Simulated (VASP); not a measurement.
Here is the system:

```
MgB2
1.0
    1.54500    -2.67602     0.00000
    1.54500     2.67602     0.00000
    0.00000     0.00000     3.52000
Mg B
1 2
Direct
  0.00000   0.00000   0.00000
  0.33333   0.66667   0.50000
  0.66667   0.33333   0.50000
```

The numbers are results of PBE GGA, VASP's PBE PAW potentials (set 64) (plane waves; VASP), not measurements. Settings: 520 eV cut-off, 5×5×4 Γ-centred mesh, first-order Methfessel-Paxton smearing of 0.10 eV, potentials Mg B.

Question: Give the stress tensor in GPa (positive for a compressed cell).

Answer: 
```
-2.58   0.00   0.00
 0.00  -2.58   0.00
 0.00   0.00  -0.89
```
The pressure is its mean diagonal, -2.02 GPa.

The compound is MgB2 in the AlB2 type structure. The cell was not relaxed at this level. The k-mesh is coarse (spacing up to 0.47 per Å, 2π included), so the numbers may not be converged in it. The run is one of a series of settings (KPOINTS 5×5×4 Γ-centred mesh against the base run), some of them coarse on purpose.
